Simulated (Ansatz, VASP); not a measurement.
**Cross-check of HfC between VASP and Ansatz**

One calculation is typed for both programs; each brings its own data sets. How far apart do they land? The cell is taken from a series of runs on this material, whose earlier steps may have relaxed, scaled, displaced or heated it; both programs get it as it stands.

Main program and level: Ansatz 0.2.0; plane waves, with VASP 6.6.1 beside it; zone-centre phonons at LDA.

### 1. Set-up

It takes space group I4/mmm (No. 139, tetragonal). Conventional cell: a = 3.363 Å, b = 3.363 Å, c = 4.508 Å, α = 90.00°, β = 90.00°, γ = 90.00°. Nearest to C lie 6 Hf at 2.25 to 2.38 Å. Hf has 6 C at 2.25 to 2.38 Å nearest. Farther neighbours are not listed.

As a file:

```cif
data_structure
_symmetry_space_group_name_H-M 'I4/mmm'
_symmetry_Int_Tables_number 139
_cell_length_a 3.3628
_cell_length_b 3.3628
_cell_length_c 4.5077
_cell_angle_alpha 90.000
_cell_angle_beta 90.000
_cell_angle_gamma 90.000
_cell_volume 50.97
loop_
_atom_site_label
_atom_site_type_symbol
_atom_site_symmetry_multiplicity
_atom_site_Wyckoff_symbol
_atom_site_fract_x
_atom_site_fract_y
_atom_site_fract_z
_atom_site_occupancy
C1 C 2 a 0.00000 0.00000 0.00000 1
Hf1 Hf 2 b 0.00000 0.00000 0.50000 1
```

### 2. VASP: zone-centre phonons, LDA

Second derivatives magnify differences that forces hide, and they need a tight electronic threshold.

Lines of VASP's logs that name or quote its potential files are left out, and so is its time.

Contents of INCAR:

```
SYSTEM = HfC
PREC = Accurate
ENCUT = 600
EDIFF = 1E-08
NELM = 120
ISMEAR = 1
SIGMA = 0.2
LREAL = .FALSE.
ALGO = Normal
GGA = PW92
NBANDS = 13
LASPH = .TRUE.
LORBIT = 11
LWAVE = .FALSE.
LCHARG = .FALSE.
ISIF = 2
IBRION = 8
GGA_COMPAT = .FALSE.
KPAR = 2
```

Contents of POSCAR:

```
HfC
1.0
    0.0000000000      2.3778275027      2.2538692553
    2.3778275027      0.0000000000      2.2538692553
    2.3778275027      2.3778275027      0.0000000000
C Hf
1 1
Direct
    0.0000000000      0.0000000000      0.0000000000
    0.5000000000      0.5000000000      0.5000000000
```

Contents of KPOINTS:

```
Automatic mesh
0
Gamma
16 16 16
0 0 0
```

Potentials, in the order of the species: C and Hf_pv (LDA family, release 64).

The run is started by

```bash
mpirun -np 2 vasp_std
```

Numbers of over 12 decimals in the logs are rounded to 6 here.

Log:

```text
[banner, memory and clock lines left out]
running    2 mpi-ranks, on    1 nodes
 distrk:  each k-point on    1 cores,    2 groups
 distr:  one band on    1 cores,    1 groups

 POSCAR found type information on POSCAR C Hf
 POSCAR found :  2 types and       2 ions
|                                                                             |
|               ----> ADVICE to this user running VASP <----                  |
|                                                                             |
|     You enforced a specific xc type in the INCAR file but a different       |
|     [... a line on the potential file left out ...]
|     I HOPE YOU KNOW WHAT YOU ARE DOING!                                     |
|                                                                             |

 LDA part: xc-table for (Slater(with rela. corr.)+PW92), standard interpolation
 POSCAR, INCAR and KPOINTS ok, starting setup
 FFT: planning ... GRIDC
 FFT: planning ... GRID_SOFT
 FFT: planning ... GRID
 WAVECAR not read
 entering main loop
       N       E                     dE             d eps       ncg     rms          rms(c)
DAV:   1     0.236180606865E+02    0.23618E+02   -0.85908E+03  9106   0.118E+03
DAV:   2    -0.241904255370E+02   -0.47808E+02   -0.44617E+02 11543   0.218E+02
DAV:   3    -0.259762432789E+02   -0.17858E+01   -0.17764E+01 11354   0.300E+01
DAV:   4    -0.259870748260E+02   -0.10832E-01   -0.10830E-01 10086   0.282E+00
DAV:   5    -0.259871598216E+02   -0.84996E-04   -0.84993E-04 11483   0.225E-01    0.575E+01
DAV:   6    -0.228867693182E+02    0.31004E+01   -0.14706E+01 10494   0.198E+01    0.410E+01
DAV:   7    -0.227903855283E+02    0.96384E-01   -0.70253E-01 10349   0.569E+00    0.251E+01
DAV:   8    -0.227730931307E+02    0.17292E-01   -0.96065E-02 11044   0.235E+00    0.673E+00
DAV:   9    -0.227642254111E+02    0.88677E-02   -0.38157E-02 10724   0.106E+00    0.200E+00
DAV:  10    -0.227637075966E+02    0.51781E-03   -0.19117E-03 10818   0.315E-01    0.229E-01
DAV:  11    -0.227637067583E+02    0.83827E-06   -0.92612E-05 11014   0.824E-02    0.972E-02
DAV:  12    -0.227637062730E+02    0.48526E-06   -0.12733E-06 11464   0.100E-02    0.949E-03
DAV:  13    -0.227637060728E+02    0.20022E-06   -0.83146E-07 10954   0.454E-03    0.305E-03
DAV:  14    -0.227637060756E+02   -0.27308E-08   -0.35438E-08 10579   0.146E-03
   1 F= -.22763706E+02 E0= -.22763770E+02  d E =0.191238E-03
 Linear response reoptimize wavefunctions to high precision
DAV:   1    -0.227637060758E+02   -0.29058E-09   -0.17156E-09  8052   0.343E-04
DAV:   2    -0.227637060759E+02   -0.16598E-10   -0.15511E-10  5662   0.103E-04
 Linear response DOF=           4
 Linear response progress:
  Degree of freedom:   1/  4
       N       E                     dE             d eps       ncg     rms          rms(c)
RMM:   1    -0.119347003701E+00   -0.11935E+00    0.38089E-02 35702   0.184E+00
RMM:   2    -0.116978067119E+00    0.23689E-02   -0.27457E-03 25799   0.326E-01    0.325E-01
RMM:   3    -0.117314054453E+00   -0.33599E-03   -0.59536E-04 23468   0.138E-01    0.164E-01
RMM:   4    -0.118175878135E+00   -0.86182E-03   -0.38609E-04 24131   0.106E-01    0.301E-02
RMM:   5    -0.118175729610E+00    0.14852E-06   -0.10547E-05 26772   0.230E-02    0.926E-03
RMM:   6    -0.118172480998E+00    0.32486E-05   -0.46540E-07 28728   0.428E-03    0.494E-03
RMM:   7    -0.118163267280E+00    0.92137E-05   -0.78927E-08 28045   0.180E-03    0.309E-03
RMM:   8    -0.118165893042E+00   -0.26258E-05   -0.15165E-08 29270   0.734E-04    0.320E-04
RMM:   9    -0.118165487594E+00    0.40545E-06   -0.20590E-09 31031   0.137E-04    0.266E-04
RMM:  10    -0.118165488188E+00   -0.59413E-09   -0.98140E-09 31575   0.379E-05    0.441E-05
 first order change of Fermi-energy  -0.13718E-02
 force on displaced ion       1 direction 1 :  -4.689   0.000   0.000
 Linear response progress:
  Degree of freedom:   2/  4
       N       E                     dE             d eps       ncg     rms          rms(c)
RMM:   1    -0.125719766119E+00   -0.12572E+00    0.17858E-02 19633   0.200E+00
RMM:   2    -0.119559897147E+00    0.61599E-02   -0.44992E-03 14517   0.388E-01    0.583E-01
RMM:   3    -0.119900116468E+00   -0.34022E-03   -0.85706E-04 13287   0.165E-01    0.304E-01
RMM:   4    -0.120886726146E+00   -0.98661E-03   -0.46559E-04 13444   0.118E-01    0.443E-02
RMM:   5    -0.120868964417E+00    0.17762E-04   -0.14136E-05 14637   0.278E-02    0.128E-02
RMM:   6    -0.120872074494E+00   -0.31101E-05   -0.48097E-07 15973   0.459E-03    0.574E-03
RMM:   7    -0.120858465050E+00    0.13609E-04   -0.13996E-07 15334   0.253E-03    0.330E-03
RMM:   8    -0.120864414131E+00   -0.59491E-05   -0.24769E-08 15959   0.890E-04    0.525E-04
RMM:   9    -0.120863409871E+00    0.10043E-05   -0.28212E-09 17072   0.204E-04    0.268E-04
RMM:  10    -0.120863174439E+00    0.23543E-06   -0.26276E-09 17099   0.602E-05    0.763E-05
RMM:  11    -0.120863197019E+00   -0.22580E-07   -0.47147E-10 16750   0.239E-05    0.114E-05
RMM:  12    -0.120863238473E+00   -0.41454E-07   -0.47553E-09 16587   0.136E-05    0.337E-06
RMM:  13    -0.120863232823E+00    0.56501E-08    0.59318E-10 13584   0.964E-06    0.321E-06
 first order change of Fermi-energy   0.13652E-02
 force on displaced ion       1 direction 3 :   0.000   0.000 -10.820
 Linear response progress:
  Degree of freedom:   3/  4
       N       E                     dE             d eps       ncg     rms          rms(c)
RMM:   1    -0.215291765074E+00   -0.21529E+00    0.35305E+00 18014   0.116E+01
RMM:   2    -0.212645179544E+00    0.26466E-02   -0.30593E-02 24941   0.127E+00    0.469E-01
RMM:   3    -0.212056975596E+00    0.58820E-03   -0.98413E-04 31252   0.146E-01    0.160E-01
RMM:   4    -0.211655912600E+00    0.40106E-03   -0.70693E-05 33689   0.455E-02    0.119E-01
RMM:   5    -0.211239565222E+00    0.41635E-03   -0.26667E-05 33716   0.337E-02    0.125E-02
RMM:   6    -0.211229045520E+00    0.10520E-04   -0.42913E-07 34553   0.884E-03    0.352E-03
RMM:   7    -0.211242674524E+00   -0.13629E-04    0.12870E-06 34622   0.267E-03    0.443E-03
RMM:   8    -0.211243571228E+00   -0.89670E-06   -0.99507E-07 35442   0.600E-04    0.805E-04
RMM:   9    -0.211243798442E+00   -0.22721E-06   -0.10088E-06 37861   0.205E-04    0.640E-05
RMM:  10    -0.211243941046E+00   -0.14260E-06   -0.77097E-07 37151   0.699E-05    0.115E-05
RMM:  11    -0.211243956485E+00   -0.15438E-07   -0.38842E-07 38223   0.392E-05    0.545E-05
RMM:  12    -0.211243965741E+00   -0.92566E-08   -0.22016E-07 35025   0.240E-05    0.111E-05
RMM:  13    -0.211243966089E+00   -0.34740E-09   -0.11415E-07 29630   0.192E-05    0.253E-06
RMM:  14    -0.211243967993E+00   -0.19048E-08   -0.79938E-08 25681   0.171E-05    0.312E-06
 first order change of Fermi-energy   0.14439E-02
 force on displaced ion       2 direction 1 :  -4.690   0.000   0.000
 Linear response progress:
  Degree of freedom:   4/  4
       N       E                     dE             d eps       ncg     rms          rms(c)
RMM:   1    -0.210566466928E+00   -0.21057E+00    0.40282E+00 10106   0.122E+01
RMM:   2    -0.207382684959E+00    0.31838E-02   -0.31811E-02 13995   0.130E+00    0.674E-01
RMM:   3    -0.206573270431E+00    0.80941E-03   -0.10995E-03 17450   0.166E-01    0.293E-01
RMM:   4    -0.206017656199E+00    0.55561E-03   -0.11810E-04 18828   0.627E-02    0.171E-01
RMM:   5    -0.205579684542E+00    0.43797E-03   -0.41253E-05 18886   0.414E-02    0.183E-02
RMM:   6    -0.205574263990E+00    0.54206E-05   -0.69517E-06 18498   0.124E-02    0.102E-02
RMM:   7    -0.205583137258E+00   -0.88733E-05   -0.25406E-06 20518   0.317E-03    0.967E-03
RMM:   8    -0.205584186404E+00   -0.10491E-05   -0.13136E-05 19952   0.843E-04    0.249E-03
RMM:   9    -0.205584691988E+00   -0.50558E-06   -0.88461E-06 21145   0.373E-04    0.474E-05
RMM:  10    -0.205585020803E+00   -0.32882E-06   -0.52733E-06 20544   0.139E-04    0.194E-04
RMM:  11    -0.205585133011E+00   -0.11221E-06   -0.27124E-06 21281   0.688E-05    0.132E-04
RMM:  12    -0.205585152494E+00   -0.19483E-07   -0.15250E-06 20595   0.397E-05    0.102E-04
RMM:  13    -0.205585180574E+00   -0.28080E-07   -0.82461E-07 19377   0.279E-05    0.101E-05
RMM:  14    -0.205585171608E+00    0.89667E-08   -0.49575E-07 15634   0.207E-05    0.204E-05
RMM:  15    -0.205585174902E+00   -0.32941E-08   -0.28249E-07 13437   0.173E-05    0.144E-05
RMM:  16    -0.205585177420E+00   -0.25181E-08   -0.17590E-07 13043   0.156E-05    0.897E-06
RMM:  17    -0.205585179470E+00   -0.20505E-08   -0.11037E-07 12887   0.147E-05    0.176E-06
RMM:  18    -0.205585178657E+00    0.81382E-09   -0.74193E-08 11871   0.141E-05    0.125E-06
 first order change of Fermi-energy  -0.11518E-02
 force on displaced ion       2 direction 3 :   0.000   0.000 -10.823
 Linear response finished
```

From OUTCAR (step 2):

```text
ion  position               nearest neighbor table
   1  0.000  0.000  0.000-   2 2.25   2 2.25   2 2.38   2 2.38   2 2.38   2 2.38
   2  0.500  0.500  0.500-   1 2.25   1 2.25   1 2.38   1 2.38   1 2.38   1 2.38

  LATTYP: Found a body centered tetragonal cell.
 ALAT       =     3.3627559033
 C/A-ratio  =     1.3404893606

 Subroutine GETGRP returns: Found 16 space group operations
 (whereof 16 operations were pure point group operations)

The static configuration has the point symmetry D_4h.

 Found    349 irreducible k-points:

   k-points           NKPTS =    349   k-points in BZ     NKDIM =    349   number of bands    NBANDS=     13

   dimension x,y,z NGX =    28 NGY =   28 NGZ =   28
   dimension x,y,z NGXF=    56 NGYF=   56 NGZF=   56

   ENCUT  =  600.0 eV  44.10 Ry    6.64 a.u.   6.54  6.54  6.72*2*pi/ulx,y,z

   NELECT =      14.0000    total number of electrons

 k-points in reciprocal lattice and weights: Automatic mesh
   0.00000000  0.00000000  0.00000000       0.000
   0.06250000  0.00000000  0.00000000       0.002
   0.12500000  0.00000000  0.00000000       0.002
   0.18750000  0.00000000  0.00000000       0.002
   0.25000000  0.00000000  0.00000000       0.002
   0.31250000  0.00000000  0.00000000       0.002
   0.37500000  0.00000000  0.00000000       0.002
   0.43750000  0.00000000  0.00000000       0.002
   0.50000000  0.00000000  0.00000000       0.001
[...]
-0.31250000  0.18750000  0.50000000       0.001
  -0.25000000  0.25000000  0.50000000       0.000

 average (electrostatic) potential at core
       1 -52.0637       2 -35.9621

  Total       -3.2548688     -3.2548688      0.0300537      0.0000000      0.0000000      0.0000000
  in kB     -204.6089677   -204.6089677      1.8892480      0.0000000      0.0000000      0.0000000
  external PRESSURE =    -135.7762291 kB  Pullay stress =       0.0000000 kB

  energy-cutoff  :      600.00
  volume of cell :       25.49
      direct lattice vectors                 reciprocal lattice vectors
     0.000000000  2.377827503  2.253869255    -0.210275976  0.210275976  0.221840730
     2.377827503  0.000000000  2.253869255     0.210275976 -0.210275976  0.221840730
     2.377827503  2.377827503  0.000000000     0.210275976  0.210275976 -0.221840730

 POSITION                                       TOTAL-FORCE (eV/Angst)
 -----------------------------------------------------------------------------------
      0.00000      0.00000      0.00000         0.000000      0.000000      0.000000
      2.37783      2.37783      2.25387        -0.000000     -0.000000      0.000000
 -----------------------------------------------------------------------------------
    total drift:                                0.000000      0.000000      0.000000

 Eigenvectors and eigenvalues of the dynamical matrix
 ----------------------------------------------------

   1 f  =   15.329185 THz    96.316110 2PiTHz  511.326571 cm-1    63.396386 meV
             X         Y         Z           dx          dy          dz
      0.000000  0.000000  0.000000     0.000000    0.000000    0.967953
      2.377828  2.377828  2.253869     0.000000    0.000000   -0.251132

   2 f  =   10.091222 THz    63.405015 2PiTHz  336.606917 cm-1    41.733920 meV
             X         Y         Z           dx          dy          dz
      0.000000  0.000000  0.000000     0.967955    0.000000    0.000000
      2.377828  2.377828  2.253869    -0.251123    0.000000    0.000000

   3 f  =   10.091222 THz    63.405015 2PiTHz  336.606917 cm-1    41.733920 meV
             X         Y         Z           dx          dy          dz
      0.000000  0.000000  0.000000     0.000000    0.967955    0.000000
      2.377828  2.377828  2.253869     0.000000   -0.251123    0.000000

   4 f/i=    0.000277 THz     0.001742 2PiTHz    0.009246 cm-1     0.001146 meV
             X         Y         Z           dx          dy          dz
      0.000000  0.000000  0.000000    -0.251123    0.000000    0.000000
      2.377828  2.377828  2.253869    -0.967955    0.000000    0.000000

   5 f/i=    0.000277 THz     0.001742 2PiTHz    0.009246 cm-1     0.001146 meV
             X         Y         Z           dx          dy          dz
      0.000000  0.000000  0.000000     0.000000   -0.251123    0.000000
      2.377828  2.377828  2.253869     0.000000   -0.967955    0.000000

   6 f/i=    0.000552 THz     0.003469 2PiTHz    0.018414 cm-1     0.002283 meV
             X         Y         Z           dx          dy          dz
      0.000000  0.000000  0.000000     0.000000    0.000000   -0.251132
      2.377828  2.377828  2.253869     0.000000    0.000000   -0.967953

 ELASTIC MODULI CONTR FROM IONIC RELAXATION (kBar)
 Direction    XX          YY          ZZ          XY          YZ          ZX
 --------------------------------------------------------------------------------
 XX           0.0000      0.0000      0.0000      0.0000      0.0000      0.0000
 YY           0.0000      0.0000      0.0000      0.0000      0.0000      0.0000
 ZZ           0.0000      0.0000      0.0000      0.0000      0.0000      0.0000
 XY           0.0000      0.0000      0.0000      0.0000      0.0000      0.0000
 YZ           0.0000      0.0000      0.0000      0.0000      0.0000      0.0000
 ZX           0.0000      0.0000      0.0000      0.0000      0.0000      0.0000
 --------------------------------------------------------------------------------
```

[end of part 1 of 2]

[Lines on the potential files, build, host, timing and source positions are cut from VASP's logs without a mark.]

[Logs are printed without paths, hosts, clocks, repeated set-up lines and the standing remarks that a program may print on its own settings, such as how far it seeks lower states.]

[Hosts, paths, dates, database ids (printed as entryN), source tags and the programs' standing remarks are cut or masked in the printed files.]
